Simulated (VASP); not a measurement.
VASP input:

### INCAR
```
SYSTEM = SrTiO3
PREC = Accurate
ENCUT = 620
EDIFF = 1E-6
NELM = 100
ALGO = Normal
LREAL = .FALSE.
LASPH = .TRUE.
ISMEAR = 0
SIGMA = 0.05
GGA = PE
LMAXMIX = 4
LWAVE = .FALSE.
LCHARG = .FALSE.
IBRION = 2
ISIF = 3
NSW = 40
EDIFFG = -0.02
PSTRESS = 300
```

**POSCAR**
```
SrTiO3
1
    3.8167689726     0.0000000000     0.0000000000
    0.0000000000     3.8167689726     0.0000000000
    0.0000000000     0.0000000000     3.8167689726
Sr Ti O
1 1 3
Direct
  0.0000000000   0.0000000000   0.0000000000
  0.5000000000   0.5000000000   0.5000000000
  0.5000000000   0.0000000000   0.5000000000
  0.0000000000   0.5000000000   0.5000000000
  0.5000000000   0.5000000000   0.0000000000
```

**KPOINTS**
```
kpoints
0
G
  6 6 6
0 0 0
```

POTCAR, in this order: Sr_sv Ti_sv O (PBE.64 set). Program: vasp_std.

Q: Translate this PBE calculation to Quantum ESPRESSO's pw.x.

A: One equivalent input (not run):
```
&CONTROL
  calculation = 'vc-relax'
  pseudo_dir = './pseudo'
  outdir = './out'
  tprnfor = .true.
  tstress = .true.
  nstep = 40
  forc_conv_thr = 0.00078
/
&SYSTEM
  ibrav = 0
  nat = 5
  ntyp = 3
  ecutwfc = 84
  occupations = 'smearing'
  smearing = 'gaussian'
  degauss = 0.003675
  input_dft = 'pbe'
/
&ELECTRONS
  conv_thr = 7.3e-08
  electron_maxstep = 100
/
&IONS
/
&CELL
  press = 300
/
ATOMIC_SPECIES
  Sr 87.620 Sr.upf
  Ti 47.867 Ti.upf
  O 15.999 O.upf
CELL_PARAMETERS angstrom
     3.8167690    0.0000000    0.0000000
     0.0000000    3.8167690    0.0000000
     0.0000000    0.0000000    3.8167690
ATOMIC_POSITIONS crystal
  Sr   0.0000000  0.0000000  0.0000000
  Ti   0.5000000  0.5000000  0.5000000
  O    0.5000000  0.0000000  0.5000000
  O    0.0000000  0.5000000  0.5000000
  O    0.5000000  0.5000000  0.0000000
K_POINTS automatic
  6 6 6 0 0 0
```
The two are equivalent in intent, not identical: the potentials are each code's own (VASP's PAW set, PseudoDojo norm-conserving files in pw.x), so ENCUT and ecutwfc are chosen apart and not converted; conv_thr bounds pw.x's estimated SCF error, while EDIFF bounds the energy change between steps; forc_conv_thr acts on force components and is met together with etot_conv_thr.

The compound is SrTiO3 in the cubic perovskite structure, the ideal cubic form; the compound distorts at low or room temperature. This run relaxes it under an external pressure of 30 GPa. Symmetry was kept, so distortions that lower it aren't found.
